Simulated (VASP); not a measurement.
Energy against volume of Ca (fcc). Method: LDA (Ceperley-Alder, Perdew-Zunger), VASP's LDA PAW potentials (set 64) (plane waves; VASP). Run with 520 eV cut-off, 12×12×12 Γ-centred mesh, first-order Methfessel-Paxton smearing of 0.10 eV, potentials Ca_sv.

| V (Å³/atom) | E (eV/atom) |
|---|---|
| 36.870 | -2.20097 |
| 38.010 | -2.20270 |
| 39.151 | -2.20061 |
| 40.291 | -2.19513 |

**Question.** Fit these four points and predict the energy of the run at 35.730 Å³/atom.

**Answer.** A cubic in V^(−2/3), the third-order Birch-Murnaghan form, passes through the four points with V0 = 37.93 Å³/atom and B0 = 18 GPa, and gives -2.1949 eV/atom there. The run gave -2.1949 eV/atom, +0.1 meV/atom from the fit; all five points give B0 = 18 GPa.

The compound is Ca in the fcc structure. It was relaxed first, which changed the volume by -13 %.
